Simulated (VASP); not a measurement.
Crystal: Zn.

```xyz
2
Lattice="2.6700 0.0000 0.0000 -1.3350 2.3123 0.0000 0.0000 0.0000 4.9660" Properties=species:S:1:pos:R:3 pbc="T T T"
Zn    0.0000    1.5415    1.2415
Zn    1.3350    0.7708    3.7245
```

```yaml
Program: VASP 6.6.1
Task: relaxation of cell and atoms
Functional: LDA
Potentials_or_basis: VASP PAW LDA potentials, release 64 (Zn)
Cutoff: 600 eV
k_mesh: 18 × 18 × 8
Occupations: methfessel-paxton, width 0.1 eV
Spin: no spin polarisation
```

At the start: pressure -8.8 GPa; volume 15.33 Å³/atom.

Where does the relaxation end?

Over 4 steps the energy falls by 52.4 meV/atom and the volume is 13.73 Å³/atom (-10.5 %); space group P6_3/mmc (No. 194, to 0.05 Å).

Step by step:
```csv
step,energy change (eV),largest force (eV/Å),pressure (GPa),volume (Å³)
1,0.0000,0.0000,-8.84,30.66
2,-0.1029,0.0000,1.04,27.05
3,-0.1047,0.0000,0.37,27.34
4,-0.1048,0.0000,-0.05,27.45
```

Final structure:
```cif
data_structure
_symmetry_space_group_name_H-M 'P 1'
_symmetry_Int_Tables_number 1
_cell_length_a 2.5612
_cell_length_b 2.5612
_cell_length_c 4.8328
_cell_angle_alpha 90.000
_cell_angle_beta 90.000
_cell_angle_gamma 120.000
_cell_volume 27.45
loop_
_atom_site_label
_atom_site_type_symbol
_atom_site_fract_x
_atom_site_fract_y
_atom_site_fract_z
_atom_site_occupancy
Zn1 Zn 0.33333 0.66667 0.25000 1
Zn2 Zn 0.66667 0.33333 0.75000 1
```

Caveat: the volume moved by -10 % from the deposited cell, more than functionals usually miss.
